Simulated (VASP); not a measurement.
Input for VASP

INCAR:
```
SYSTEM = CeMg
PREC = Accurate; ENCUT = 400; LREAL = .FALSE.
LASPH = .TRUE.
EDIFF = 1E-8; NELM = 100; ALGO = Normal
LMAXMIX = 6
ISMEAR = 1; SIGMA = 0.1
IBRION = 1; NSW = 30; ISIF = 2
EDIFFG = -0.001
LWAVE = .FALSE.; LCHARG = .FALSE.
```

### KPOINTS
```
Automatic mesh
0
Gamma
 13 13 6
0 0 0
```

POSCAR:
```
CeMg
1
    2.9822201543     0.0000000000    -0.0000000000
   -1.4911100771     2.5826786571    -0.0000000000
    0.0000000000    -0.0000000000     5.8267672108
Ce Mg
1 1
Direct
  1.0000000000   0.0000000000   0.5000000000
  0.6666670000   0.3333330000   0.0000000000
```

POTCAR, in this order: Ce Mg (LDA.64 set). Program: vasp_std.

### Question
Translate this LDA calculation to Ansatz.

### Answer
One equivalent input (not run):
Ansatz 0.2 input:
```yaml
crystal:
  lattice:
    - [2.9822202, 0.0000000, 0.0000000]
    - [-1.4911101, 2.5826787, 0.0000000]
    - [0.0000000, 0.0000000, 5.8267672]
  atoms:
    - { symbol: Ce, position: [1.0000000, 0.0000000, 0.5000000] }
    - { symbol: Mg, position: [0.6666670, 0.3333330, 0.0000000] }
kpoints:
  mp_grid: { grid: [13, 13, 6] }
hamiltonian:
  xc: lda
  pseudopotentials: { kind: paw }
scf:
  occupations: { method: methfessel_paxton, width: 0.1 }
  max_iter: 100
relax:
  max_steps: 30
  f_tol: 0.001
output: { forces: true, stress: true, eigenvalues: true }
```
What does not carry over: each code has its own PAW files, so the cut-off isn't converted (ENCUT is set for VASP's; basis.ecutwfc is left out, and Ansatz then takes the one that its files recommend); Ansatz stops its SCF on the density residual and VASP on the energy change (EDIFF); Ansatz's lda is the Perdew-Wang form, while the LDA potentials of VASP carry Perdew-Zunger's.

The structure comes from a computed database's CeMg entry (P-6m2); how it stands against other phases isn't given here. It was relaxed first, which changed the volume by -9 %. The start is the result of an earlier pass.
